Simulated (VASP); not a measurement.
Al:

```
Al
1.0
     0.00000    2.02481    2.02481
     2.02481    0.00000    2.02481
     2.02481    2.02481    0.00000
Al
1
Cartesian
  0.0000 0.0000 0.0000
```

```yaml
Program: VASP 6.6.1
Task: relaxation of cell and atoms
Functional: PBE
Dispersion: D3(BJ)
Potentials_or_basis: VASP PAW PBE potentials, release 64 (Al)
Cutoff: 600 eV
k_mesh: 16 × 16 × 16
Occupations: methfessel-paxton, width 0.1 eV
Spin: no spin polarisation
```

At the start: pressure -4.0 GPa; volume 16.60 Å³/atom.

Q: How do energy, volume and symmetry change on relaxing?

A: Over 3 steps the energy falls by 10.5 meV/atom and the volume is 15.79 Å³/atom (-4.9 %); space group Fm-3m (No. 225, to 0.05 Å).

The path:
| step | energy change (eV) | largest force (eV/Å) | pressure (GPa) | volume (Å³) |
| --- | --- | --- | --- | --- |
| 1 | 0.0000 | 0.0000 | -3.95 | 16.60 |
| 2 | -0.0101 | 0.0000 | 0.88 | 15.64 |
| 3 | -0.0105 | 0.0000 | 0.01 | 15.79 |

Final structure:
```
Al
1.0
     0.00000    1.99124    1.99124
     1.99124    0.00000    1.99124
     1.99124    1.99124    0.00000
Al
1
Cartesian
  0.0000 0.0000 0.0000
```

Caveat: pairwise dispersion overbinds metals, which lowers pressure and volume.
